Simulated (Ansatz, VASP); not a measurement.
# Cross-check of MoS2 between VASP and Ansatz

One calculation is typed for both programs; each brings its own data sets and cutoff. How far apart do they land?

Program: Ansatz 0.2.0. Level of theory: plane waves, with VASP 6.6.1 beside it; band structure at PBE and single point at PBE. Results are calculated unless marked as measured.

The database entry behind the starting cell differs from later determinations by our own check (about 0.3 % long), so it need not match the best structure at ambient conditions.

## (1) The starting structure

It takes space group P6_3/mmc (No. 194, hexagonal). Conventional cell: a = 3.169 Å, b = 3.169 Å, c = 12.324 Å, α = 90.00°, β = 90.00°, γ = 120.00°. Mo has 6 S at 2.41 Å nearest. Nearest to S lie 3 Mo at 2.41 Å. Farther neighbours and most contacts between anions are not listed.

Coordinates:

```cif
data_structure
_symmetry_space_group_name_H-M 'P 1'
_symmetry_Int_Tables_number 1
_cell_length_a 3.1690
_cell_length_b 3.1690
_cell_length_c 12.3240
_cell_angle_alpha 90.000
_cell_angle_beta 90.000
_cell_angle_gamma 120.000
_cell_volume 107.18
loop_
_atom_site_label
_atom_site_type_symbol
_atom_site_fract_x
_atom_site_fract_y
_atom_site_fract_z
_atom_site_occupancy
Mo1 Mo 0.66667 0.33333 0.75000 1
Mo2 Mo 0.33333 0.66667 0.25000 1
S3 S 0.66667 0.33333 0.37671 1
S4 S 0.33333 0.66667 0.87671 1
S5 S 0.66667 0.33333 0.12329 1
S6 S 0.33333 0.66667 0.62329 1
```

## (2) VASP: band structure, PBE

Levels along a path test the potential and the projectors away from the mesh points.

Lines of VASP's logs that name or quote its potential files are left out, and so is its time.

The input, INCAR:

```
SYSTEM = MoS2
PREC = Accurate
ENCUT = 370
EDIFF = 1E-08
NELM = 100
ISMEAR = 0
SIGMA = 0.01
LREAL = .FALSE.
ALGO = Normal
GGA = PE
NBANDS = 32
LASPH = .TRUE.
LORBIT = 11
LWAVE = .TRUE.
LCHARG = .FALSE.
KPAR = 4
```

The input, POSCAR:

```
MoS2
1.0
    3.1690000000      0.0000000000      0.0000000000
   -1.5845000000      2.7444345046      0.0000000000
    0.0000000000      0.0000000000     12.3240000000
Mo S
2 4
Direct
    0.6666666667      0.3333333333      0.7500000000
    0.3333333333      0.6666666667      0.2500000000
    0.6666666667      0.3333333333      0.3767056880
    0.3333333333      0.6666666667      0.8767056880
    0.6666666667      0.3333333333      0.1232943120
    0.3333333333      0.6666666667      0.6232943120
```

The input, KPOINTS:

```
Automatic mesh
0
Gamma
6 6 1
0 0 0
```

The input, KPOINTS_OPT:

```
Line mode
12
Line-mode
Reciprocal
  0.00000000   0.00000000   0.00000000 GAMMA
  0.50000000   0.00000000   0.00000000 M

  0.50000000   0.00000000   0.00000000 M
  0.33333333   0.33333333   0.00000000 K

  0.33333333   0.33333333   0.00000000 K
  0.00000000   0.00000000   0.00000000 GAMMA

  0.00000000   0.00000000   0.00000000 GAMMA
  0.00000000   0.00000000   0.50000000 A

  0.00000000   0.00000000   0.50000000 A
  0.50000000   0.00000000   0.50000000 L

  0.50000000   0.00000000   0.50000000 L
  0.33333333   0.33333333   0.50000000 H

  0.33333333   0.33333333   0.50000000 H
  0.00000000   0.00000000   0.50000000 A

  0.50000000   0.00000000   0.50000000 L
  0.50000000   0.00000000   0.00000000 M

  0.33333333   0.33333333   0.00000000 K
  0.33333333   0.33333333   0.50000000 H
```

PAW data sets: Mo_sv_GW and S_GW (PBE family, release 64).

Run with:

```console
> mpirun -np 8 vasp_std
```

Numbers of over 12 decimals in the logs are rounded to 6 here.

Output:

```text
[banner, memory and clock lines left out]
running    8 mpi-ranks, on    1 nodes
 distrk:  each k-point on    2 cores,    4 groups
 distr:  one band on    1 cores,    2 groups

 POSCAR found type information on POSCAR MoS
 POSCAR found :  2 types and       6 ions
|                                                                             |
|           W    W    AA    RRRRR   N    N  II  N    N   GGGG   !!!           |
|           W    W   A  A   R    R  NN   N  II  NN   N  G    G  !!!           |
|           W    W  A    A  R    R  N N  N  II  N N  N  G       !!!           |
|           W WW W  AAAAAA  RRRRR   N  N N  II  N  N N  G  GGG   !            |
|           WW  WW  A    A  R   R   N   NN  II  N   NN  G    G                |
|           W    W  A    A  R    R  N    N  II  N    N   GGGG   !!!           |
|                                                                             |
|     For optimal performance we recommend to set                             |
|       NCORE = 2 up to number-of-cores-per-socket                            |
|     NCORE specifies how many cores store one orbital (NPAR=cpu/NCORE).      |
|     This setting can greatly improve the performance of VASP for DFT.       |
|     The default, NCORE=1 might be grossly inefficient on modern             |
|     multi-core architectures or massively parallel machines. Do your        |
|     Unfortunately you need to use the default for GW and RPA                |
|     calculations (for HF NCORE is supported but not extensively tested      |
|     yet).                                                                   |
|                                                                             |

 LDA part: xc-table for (Slater+PW92), standard interpolation
 POSCAR, INCAR and KPOINTS ok, starting setup
 FFT: planning ... GRIDC
 FFT: planning ... GRID_SOFT
 FFT: planning ... GRID
 WAVECAR not read
 entering main loop
       N       E                     dE             d eps       ncg     rms          rms(c)
DAV:   1     0.365084580654E+03    0.36508E+03   -0.24524E+04   520   0.123E+03
DAV:   2    -0.208656387941E+02   -0.38595E+03   -0.37851E+03   688   0.506E+02
DAV:   3    -0.506067094933E+02   -0.29741E+02   -0.29540E+02   640   0.125E+02
DAV:   4    -0.520974471125E+02   -0.14907E+01   -0.14864E+01   760   0.311E+01
DAV:   5    -0.521599232787E+02   -0.62476E-01   -0.62384E-01   752   0.552E+00    0.147E+01
DAV:   6    -0.465919202334E+02    0.55680E+01   -0.51334E+01   792   0.476E+01    0.727E+00
DAV:   7    -0.451364000417E+02    0.14555E+01   -0.10888E+01   808   0.231E+01    0.388E+00
DAV:   8    -0.450744933441E+02    0.61907E-01   -0.67994E-01   696   0.552E+00    0.957E-01
DAV:   9    -0.450799917228E+02   -0.54984E-02   -0.63619E-02   728   0.157E+00    0.441E-01
DAV:  10    -0.450785603292E+02    0.14314E-02   -0.14551E-02   784   0.102E+00    0.157E-01
DAV:  11    -0.450784569936E+02    0.10334E-03   -0.28208E-03   760   0.447E-01    0.682E-02
DAV:  12    -0.450783616526E+02    0.95341E-04   -0.60224E-04   760   0.180E-01    0.996E-03
DAV:  13    -0.450783697678E+02   -0.81153E-05   -0.45083E-05   624   0.362E-02    0.869E-03
DAV:  14    -0.450783696270E+02    0.14083E-06   -0.49833E-06   688   0.179E-02    0.175E-03
DAV:  15    -0.450783699240E+02   -0.29701E-06   -0.73443E-07   616   0.464E-03    0.470E-04
DAV:  16    -0.450783700031E+02   -0.79137E-07   -0.76590E-08   576   0.168E-03    0.321E-04
DAV:  17    -0.450783700425E+02   -0.39379E-07   -0.67840E-09   392   0.909E-04    0.175E-04
DAV:  18    -0.450783700423E+02    0.26466E-09   -0.26613E-09   392   0.583E-04
   1 F= -.45078370E+02 E0= -.45078370E+02  d E =-.604444E-31
 Start KPOINTS_OPT (optional k-point list driver)
k-point batch [1-7\108]
       N       E                     dE             ncg
DAV:   1    -0.224330488108E+03   -0.22853E+04      544
DAV:   2    -0.310939971565E+04   -0.28851E+04      648
DAV:   3    -0.336380791845E+04   -0.25441E+03      688
DAV:   4    -0.337691214335E+04   -0.13104E+02      696
DAV:   5    -0.337805895124E+04   -0.11468E+01      776
DAV:   6    -0.337817521108E+04   -0.11626E+00      760
DAV:   7    -0.337819472080E+04   -0.19510E-01      768
DAV:   8    -0.337819743902E+04   -0.27182E-02      736
DAV:   9    -0.337819786532E+04   -0.42630E-03      760
DAV:  10    -0.337819792632E+04   -0.61002E-04      728
DAV:  11    -0.337819793579E+04   -0.94757E-05      576
DAV:  12    -0.337819793739E+04   -0.15992E-05      400
DAV:  13    -0.337819793764E+04   -0.24496E-06      392
DAV:  14    -0.337819793768E+04   -0.38604E-07      392
DAV:  15    -0.337819793768E+04   -0.55393E-08      392
[...]
k-point batch [106-108\108]
       N       E                     dE             ncg
DAV:   1     0.717163673299E+04   -0.58405E+04      224
DAV:   2     0.609149748280E+04   -0.10801E+04      288
DAV:   3     0.600547100686E+04   -0.86026E+02      280
DAV:   4     0.600045010025E+04   -0.50209E+01      320
DAV:   5     0.600022826928E+04   -0.22183E+00      320
DAV:   6     0.600021337634E+04   -0.14893E-01      336
DAV:   7     0.600021217395E+04   -0.12024E-02      304
DAV:   8     0.600021208480E+04   -0.89151E-04      320
DAV:   9     0.600021207879E+04   -0.60013E-05      320
DAV:  10     0.600021207830E+04   -0.49551E-06      272
DAV:  11     0.600021207827E+04   -0.30166E-07      176
DAV:  12     0.600021207827E+04   -0.18272E-08      168
 writing wavefunctions
```

Parts of OUTCAR (step 2):

```text
ion  position               nearest neighbor table
   1  0.667  0.333  0.750-   4 2.41   6 2.41   4 2.41   6 2.41   4 2.41   6 2.41
   2  0.333  0.667  0.250-   3 2.41   5 2.41   3 2.41   5 2.41   3 2.41   5 2.41
   3  0.667  0.333  0.377-   2 2.41   2 2.41   2 2.41
   4  0.333  0.667  0.877-   1 2.41   1 2.41   1 2.41
   5  0.667  0.333  0.123-   2 2.41   2 2.41   2 2.41
   6  0.333  0.667  0.623-   1 2.41   1 2.41   1 2.41

  LATTYP: Found a hexagonal cell.
 ALAT       =     3.1690000000
 C/A-ratio  =     3.8889239508

 Subroutine GETGRP returns: Found 24 space group operations
 (whereof 12 operations were pure point group operations)

The static configuration has the point symmetry D_3d.
 The point group associated with its full space group is D_6h.

 Found      7 irreducible k-points:

   k-points           NKPTS =      7   k-points in BZ     NKDIM =      7   number of bands    NBANDS=     32

   dimension x,y,z NGX =    20 NGY =   20 NGZ =   80
   dimension x,y,z NGXF=    40 NGYF=   40 NGZF=  160

   ENCUT  =  370.0 eV  27.19 Ry    5.21 a.u.   4.97  4.97 19.33*2*pi/ulx,y,z

   NELECT =      52.0000    total number of electrons

 k-points in reciprocal lattice and weights: Automatic mesh
   0.00000000  0.00000000  0.00000000       0.028
   0.16666667 -0.00000000  0.00000000       0.167
   0.33333333 -0.00000000  0.00000000       0.167
   0.50000000 -0.00000000  0.00000000       0.083
   0.16666667  0.16666667  0.00000000       0.167
   0.33333333  0.16666667  0.00000000       0.333
   0.33333333  0.33333333  0.00000000       0.056

 average (electrostatic) potential at core
       1 -99.9636       2 -99.9636       3 -87.7826       4 -87.7826       5 -87.7826
       6 -87.7826

 E-fermi :   7.5553

 k-point     1 :       0.0000    0.0000    0.0000
  band No.  band energies     occupation
    ...
     22       5.3182      2.00000
     23       5.3182      2.00000
     24       6.2819      2.00000
     25       6.3306      2.00000
     26       7.4758      2.00000
     27       9.5658      0.00000
     28       9.5780      0.00000
     29       9.5914      0.00000
     30       9.5995      0.00000
     31       9.7494      0.00000
    ...

 k-point     2 :       0.1667   -0.0000    0.0000
  band No.  band energies     occupation
    ...
     22       4.7687      2.00000
     23       5.4072      2.00000
     24       6.2865      2.00000
     25       6.3060      2.00000
     26       6.7010      2.00000
     27       8.9644      0.00000
     28       9.3272      0.00000
     29       9.3309      0.00000
     30       9.5334      0.00000
     31       9.5462      0.00000
    ...

 k-point     3 :       0.3333   -0.0000    0.0000
  band No.  band energies     occupation
    ...
     22       5.3774      2.00000
     23       5.4315      2.00000
     24       5.4925      2.00000
     25       5.6682      2.00000
     26       5.9223      2.00000
     27       8.8644      0.00000
     28       8.9564      0.00000
     29       9.1107      0.00000
     30       9.5736      0.00000
     31       9.9298      0.00000
    ...

  Total        1.3628951      1.3628951      2.1978484      0.0000000      0.0000000      0.0000000
  in kB       20.3725887     20.3725887     32.8534910      0.0000000      0.0000000      0.0000000
  external PRESSURE =      24.5328894 kB  Pullay stress =       0.0000000 kB

  energy-cutoff  :      370.00
  volume of cell :      107.18
      direct lattice vectors                 reciprocal lattice vectors
     3.169000000  0.000000000  0.000000000     0.315556958  0.182186895  0.000000000
    -1.584500000  2.744434505  0.000000000     0.000000000  0.364373789  0.000000000
     0.000000000  0.000000000 12.324000000     0.000000000  0.000000000  0.081142486

 POSITION                                       TOTAL-FORCE (eV/Angst)
 -----------------------------------------------------------------------------------
      1.58450      0.91481      9.24300        -0.000000      0.000000      0.000000
     -0.00000      1.82962      3.08100        -0.000000     -0.000000      0.000000
      1.58450      0.91481      4.64252         0.000000     -0.000000      0.014662
     -0.00000      1.82962     10.80452        -0.000000      0.000000      0.014662
      1.58450      0.91481      1.51948         0.000000     -0.000000     -0.014662
     -0.00000      1.82962      7.68148         0.000000      0.000000     -0.014662
 -----------------------------------------------------------------------------------
    total drift:                               -0.000000      0.000000     -0.000000

  FREE ENERGIE OF THE ION-ELECTRON SYSTEM (eV)
  ---------------------------------------------------
  free  energy   TOTEN  =       -45.0783700423 eV

  energy  without entropy=      -45.0783700423  energy(sigma->0) =      -45.07837004

 total charge
# of ion       s       p       d       f       tot
--------------------------------------------------
    1        2.108   6.047   3.047   0.029  11.231
    2        2.108   6.047   3.047   0.029  11.231
    3        1.355   2.305   0.071   0.000   3.731
    4        1.355   2.305   0.071   0.000   3.731
    5        1.355   2.305   0.071   0.000   3.731
    6        1.355   2.305   0.071   0.000   3.731
--------------------------------------------------
tot          9.634  21.314   6.378   0.059  37.385

[... 3 further parts left out ...]
```

This run has no spin polarisation, so a moment on Mo, if there is one, isn't seen.

## (3) Ansatz: band structure, PBE

Ansatz runs on its default PAW (the set named soft_2) files.

The same cell, functional, mesh and smearing now go to Ansatz, which takes its cutoff from its data sets.

The input, input.yaml:

```yaml
crystal:
  lattice:
    - [3.169, 0.0, 0.0]
    - [-1.5845, 2.7444345046, 0.0]
    - [0.0, 0.0, 12.324]
  atoms:
    - { symbol: Mo, position: [0.6666666667, 0.3333333333, 0.75] }
    - { symbol: Mo, position: [0.3333333333, 0.6666666667, 0.25] }
    - { symbol: S, position: [0.6666666667, 0.3333333333, 0.376705688] }
    - { symbol: S, position: [0.3333333333, 0.6666666667, 0.876705688] }
    - { symbol: S, position: [0.6666666667, 0.3333333333, 0.123294312] }
    - { symbol: S, position: [0.3333333333, 0.6666666667, 0.623294312] }
hamiltonian:
  xc: pbe
  pseudopotentials: { kind: paw }
kpoints:
  mp_grid: { grid: [6, 6, 1] }
  band_path:
    path:
      - [0.0, 0.0, 0.0]
      - [0.13636, 0.0, 0.0]
      - [0.31818, 0.0, 0.0]
      - [0.5, 0.0, 0.0]
      - [0.4697, 0.06061, 0.0]
      - [0.40909, 0.18182, 0.0]
      - [0.34848, 0.30303, 0.0]
      - [0.30303, 0.30303, 0.0]
      - [0.18182, 0.18182, 0.0]
      - [0.06061, 0.06061, 0.0]
      - [0.0, 0.0, 0.0]
      - [0.0, 0.0, 0.18182]
      - [0.0, 0.0, 0.36364]
      - [0.0, 0.0, 0.5]
      - [0.13636, 0.0, 0.5]
      - [0.31818, 0.0, 0.5]
      - [0.5, 0.0, 0.5]
      - [0.4697, 0.06061, 0.5]
      - [0.40909, 0.18182, 0.5]
      - [0.34848, 0.30303, 0.5]
      - [0.30303, 0.30303, 0.5]
      - [0.18182, 0.18182, 0.5]
      - [0.06061, 0.06061, 0.5]
      - [0.5, 0.0, 0.5]
      - [0.5, 0.0, 0.31818]
      - [0.5, 0.0, 0.13636]
      - [0.5, 0.0, 0.0]
      - [0.33333, 0.33333, 0.13636]
      - [0.33333, 0.33333, 0.31818]
      - [0.33333, 0.33333, 0.5]
    npoints: 1
scf:
  occupations: { method: gaussian, width: 0.01 }
  n_extra_bands: 9
output:
  forces: true
  stress: true
  eigenvalues: true
```

Run with:

```console
> ansatz run input.yaml --threads 4 --pin off --max-ram 9216MiB --backend cpu --events-out ev --progress --plain --runs-dir out
```

Output:

```text
scf.n_extra_bands = 9 over 26 filled bands (N_el = 52.0): the run solves 35 bands
Engine: ansatz 0.2.0, aarch64-unknown-linux-gnu
Pseudopotentials: kind: paw
Pseudopotential: Mo, paw, valence charge 14, recommended cutoff 420 eV (normal), Mo.paw.azcp
Pseudopotential: S, paw, valence charge 6, recommended cutoff 420 eV (normal), S.paw.azcp
Functional definition: PBE
  parameter kappa = 0.804
  parameter beta = 0.066725
  exchange = pbe_x(kappa = kappa, mu = beta*pi^2/3)
  correlation = pbe_c(beta = beta)
Crystal: 6 atoms, lattice volume = 107.183 Å³
Basis set: ecut = 420 eV, 2081 PW (Γ), exchange–correlation on 48×48×180 points (8 copies of the dense FFT grid, shifted against one another)
Bands: 35, of which v1, the nominal top of the filled ones, is band 26 counted from 1 (25 counted from 0)
Symmetry: 24 space group operations
Space group: P63/mmc (ITA 194), of the structure as read, at distance tolerance 4.8e-5 Å
k-points: 7 of 36
Non-local potential: Mo, projectors of the file, l = 0: 3, l = 1: 2, l = 2: 2, l = 3: 1
Non-local potential: S, projectors of the file, l = 0: 2, l = 1: 2, l = 2: 2
PAW form: soft (Blöchl's): semilocal exchange-correlation on the pseudo side does not see the compensation charge
PAW one-centre angular grid: Mo, 590 points (default); XC on 64 Gauss nodes
PAW one-centre angular grid: S, 110 points (default); XC on 64 Gauss nodes
Initial density: superposition of atomic densities (neutral atoms: chi_scale 0, normalization atom), corrected by the library's trained network
Initial wavefunctions: pseudopotential atomic-orbital guess
Functional: x = pbe(κ = 0.804, μ = 0.219515), c = pbe(β = 0.066725)
SCF iter   1: F=—  HF=-13525.498764 eV  |F-HF|=—  |Δ(HF+E_count)|=         —  Δρ=5.45e-3  dr2=7.58e-3  ethr=1.77e-3  ⟨swp⟩=6.3  Hψ=1058  notcnv=0  defer=1
preconditioner: auto → Resta (q_TF=auto, 2.418 Å⁻¹)  ε∞=7.3  [insulator: Δε(μ)=0.891 eV  Ē_g=8.593 eV  σ=0.010 eV  W_gap=1.00  n_scr=26 (ndim 8)  ℏωp=21.5 eV  f_vac=0.016  D(μ)=0.00/eV (n_scr^D=0)  ε∞_Penn≈7.3]
SCF iter   2: F=—  HF=-13525.507481 eV  |F-HF|=—  |Δ(HF+E_count)|=   8.72e-3  Δρ=3.11e-3  dr2=2.38e-3  ethr=1.46e-5  ⟨swp⟩=2.1  Hψ=485  notcnv=0  defer=7
SCF iter   3: F=—  HF=-13525.512342 eV  |F-HF|=—  |Δ(HF+E_count)|=   4.86e-3  Δρ=9.00e-4  dr2=1.87e-3  ethr=4.57e-6  ⟨swp⟩=2.0  Hψ=400  notcnv=0  defer=7
SCF iter   4: F=—  HF=-13525.512166 eV  |F-HF|=—  |Δ(HF+E_count)|=   1.76e-4  Δρ=1.27e-4  dr2=1.69e-5  ethr=3.60e-6  ⟨swp⟩=2.0  Hψ=299  notcnv=0  defer=7
SCF iter   5: F=—  HF=-13525.512299 eV  |F-HF|=—  |Δ(HF+E_count)|=   1.33e-4  Δρ=5.39e-5  dr2=2.24e-6  ethr=3.26e-8  ⟨swp⟩=2.0  Hψ=327  notcnv=0  defer=7
SCF iter   6: F=—  HF=-13525.512302 eV  |F-HF|=—  |Δ(HF+E_count)|=   3.37e-6  Δρ=1.22e-5  dr2=4.30e-7  ethr=4.31e-9  ⟨swp⟩=2.0  Hψ=354  notcnv=0  defer=7
SCF iter   7: F=-13525.512302 eV  HF=-13525.512302 eV  |F-HF|=4.53e-9  |Δ(HF+E_count)|=   1.14e-7  Δρ=3.20e-6  dr2=2.61e-8  ethr=1.92e-10  ⟨swp⟩=9.3  Hψ=913  notcnv=0
SCF 1 converged in 7 iterations: F = -13525.512302 eV  dr2 = 2.61e-8
  greatest PAW one-centre occupation: 0.998 electrons in one spin orbital (limit 2), on the Mo atom at site 1 (counted from 0), in its partial waves of l = 0
NSCF: frozen V_eff on 30 k-points
SCF converged after 7 iterations
Free energy (F): -13525.512302 eV
Harris-Foulkes:  -13525.512302 eV  (|F-HF|=4.53e-9)
Internal energy: -13525.512302 eV  (E = F + TS)
E sigma→0 (E₀):  -13525.512302 eV
Fermi energy:    11.352149 eV
--- Per-component energies (eV) ---
  E_band       = -312.584176
  E_kinetic    = 1312.655812
  E_local      = -3933.935113  (includes V_loc(G=0)·N_el)
  E_nonlocal   = 398.389394
  E_hartree    = 1513.729734
  E_xc         = -757.311369
  E_vxc        = -810.432634  (∫ρ·V_xc dr)
  E_paw        = -8803.087540  (= ΣΔE_a)
  E_vpaw       = -306.712501  (= ΣTr[D̂ρ^β])
  E_aug_tail   = 0.000082  (compensation charges beyond the density's cutoff)
  E_ewald      = -3255.953303
  E_smearing   = -0.000000  (= −TS)
  E_closure    = 0.000000  (closes the sum)
  Σ components = -13525.512302   (vs F -13525.512302, Δ=0.00e0)
--- Forces (eV/Å), atoms counted from 1 ---
  atom   1  Mo     0.00000000     0.00000000     0.00000000
  atom   2  Mo    -0.00000000    -0.00000000     0.00000000
  atom   3  S      0.00000000    -0.00000000    -0.01277565
  atom   4  S      0.00000000     0.00000000    -0.01277565
  atom   5  S      0.00000000    -0.00000000     0.01277565
  atom   6  S     -0.00000000     0.00000000     0.01277565
  max |Σ_I F_I| component: 2.31e-17 eV/Å
--- Stress (GPa, compression-positive) ---
        2.073991       0.000000       0.000000
        0.000000       2.073991       0.000000
        0.000000       0.000000       3.267132
  P = ⅓ Tr σ = 2.4717 GPa (24.717 kbar)
--- Band table (eV; the first three rows and the last of 7) ---
  k-point 0: bands = [... 22 lower, 8.7524, 9.7157, 9.7631, 10.9082, 12.9990, 12.9990, 13.0262, 13.0262, ... 5 higher]
  k-point 1: bands = [... 22 lower, 8.8414, 9.7190, 9.7399, 10.1339, 12.3979, 12.7610, 12.7641, 12.9667, ... 5 higher]
  k-point 2: bands = [... 22 lower, 8.8651, 8.9269, 9.1013, 9.3552, 12.2971, 12.3896, 12.5440, 13.0065, ... 5 higher]
  k-point 6: bands = [... 22 lower, 8.2075, 8.2075, 10.1272, 10.2868, 11.9345, 11.9345, 12.7586, 13.7424, ... 5 higher]
```

The job ended after 2.4 s (4 threads of Arm Neoverse N1, shared host; peak memory 0.37 GiB).

(Continued in part 2 of 2.)

[Lines on the potential files, build, host, timing and source positions are cut from VASP's logs without a mark.]

[Logs are printed without paths, hosts, clocks, repeated set-up lines and the standing remarks that a program may print on its own settings, such as how far it seeks lower states.]

[Hosts, paths, dates, database ids (printed as entryN), source tags and the programs' standing remarks are cut or masked in the printed files.]
